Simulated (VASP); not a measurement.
# SnO in VASP: one cell, several levels of theory

Aim: gap, levels, forces and stress of SnO, database structure, under -4.0 % equal strain in all directions at fixed geometry. Runs: PBE, r2SCAN. The results are then set beside those of Ansatz 0.2.0 for the same cell.

The runs shown are made with VASP 6.6.1. PAW datasets, plane waves. Computed at 0 K without zero-point motion; spin polarisation is off.

### 1 The cell

The cell comes from an earlier relaxation with r2SCAN+rVV10 in another program, then strained, with the atoms relaxed again.

The symmetry is P4/nmm (No. 129, tetragonal); conventional cell a = 3.641 Å, c = 4.568 Å, 15.14 Å³ an atom. Around Sn lie 4 O at 2.17 Å; around O lie 4 Sn at 2.17 Å.

As a file:

```cif
data_structure
_symmetry_space_group_name_H-M 'P 1'
_symmetry_Int_Tables_number 1
_cell_length_a 3.6409
_cell_length_b 3.6409
_cell_length_c 4.5681
_cell_angle_alpha 90.000
_cell_angle_beta 90.000
_cell_angle_gamma 90.000
_cell_volume 60.55
loop_
_atom_site_label
_atom_site_type_symbol
_atom_site_fract_x
_atom_site_fract_y
_atom_site_fract_z
_atom_site_occupancy
Sn1 Sn 0.00000 0.50000 0.25932 1
Sn2 Sn 0.50000 0.00000 0.74068 1
O1 O 0.50000 0.50000 0.00000 1
O2 O 0.00000 0.00000 0.00000 1
```

### 2 Single point with PBE

File INCAR:

```
ENCUT = 520.000000
SIGMA = 0.020000
EDIFF = 1.00e-07
GGA = PE
PREC = Accurate
IBRION = -1
ISIF = 2
ISMEAR = -1
NBANDS = 28
NELM = 120
NSW = 0
LASPH = .TRUE.
LCHARG = .FALSE.
LWAVE = .FALSE.
LREAL = .FALSE.
```

File KPOINTS:

```
KPOINTS created by Atomic Simulation Environment
0
Gamma
6 6 6
0 0 0
```

File KPOINTS_OPT:

```
special points
6
Reciprocal
0.0000000000 0.0000000000 0.0000000000 1
0.0000000000 0.5000000000 0.0000000000 1
0.5000000000 0.5000000000 0.0000000000 1
0.0000000000 0.0000000000 0.5000000000 1
0.0000000000 0.5000000000 0.5000000000 1
0.5000000000 0.5000000000 0.5000000000 1
```

File POSCAR:

```
Sn O
 1.0000000000000000
     3.6408845392000000    0.0000000000000000    0.0000000000000000
     0.0000000000000000    3.6408845392000000    0.0000000000000000
     0.0000000000000000    0.0000000000000000    4.5680517387000004
 Sn  O
   2   2
Cartesian
 -0.0000000000000000  1.8204422695999998  1.1845989853591585
  1.8204422695999998 -0.0000000000000000  3.3834527533408414
  1.8204422695999998  1.8204422695999998 -0.0000000000000000
  0.0000000000000000  0.0000000000000000  0.0000000000000000
```

The run uses the recommended PBE PAW datasets (40 valence electrons a neutral cell).

The run is started by

```bash
$ mpirun -np 1 vasp_std
```

### 3 Single point with r2SCAN

File INCAR:

```
ENCUT = 520.000000
SIGMA = 0.020000
EDIFF = 1.00e-07
ALGO = Normal
METAGGA = R2SCAN
PREC = Accurate
IBRION = -1
ISIF = 2
ISMEAR = -1
NBANDS = 28
NELM = 120
NSW = 0
LASPH = .TRUE.
LCHARG = .TRUE.
LELF = .TRUE.
LWAVE = .FALSE.
LREAL = .FALSE.
```

KPOINTS is that of step 2.

KPOINTS_OPT is that of step 2.

POSCAR is that of step 2.

Before running it: what results should come out? Wanted: for each run, gap; pressure; largest force; Ansatz: gap; Ansatz: pressure; Ansatz: force.

As calculated:

```
 level  gap (eV)  pressure (GPa)  largest force (eV/Å)  Ansatz: gap (eV)  Ansatz: pressure (GPa)  Ansatz: force (eV/Å)
   PBE     -1.25           15.24                 0.618             -1.27                   14.88                 0.517
r2SCAN     -1.29           10.78                 0.144             -1.30                    9.98                 0.017
```

A negative gap is an overlap of bands.

In words: No gap over 0.02 eV opens at any of these levels. Spin-orbit coupling is left out, though the cell holds Sn (Z = 50); in an element this heavy it can shift bands and gaps by tenths of an eV. At this one volume the pressure spans 10.8 GPa (r2SCAN) to 15.2 GPa (PBE): PBE wants the largest cell and r2SCAN the smallest. Forces up to 0.62 eV/Å (PBE) show atoms off their equilibrium places at that level; the least is 0.144 eV/Å (r2SCAN). The two programs agree on the overlap of the bands within 0.03 eV. Each program uses its own PAW datasets and cutoff.
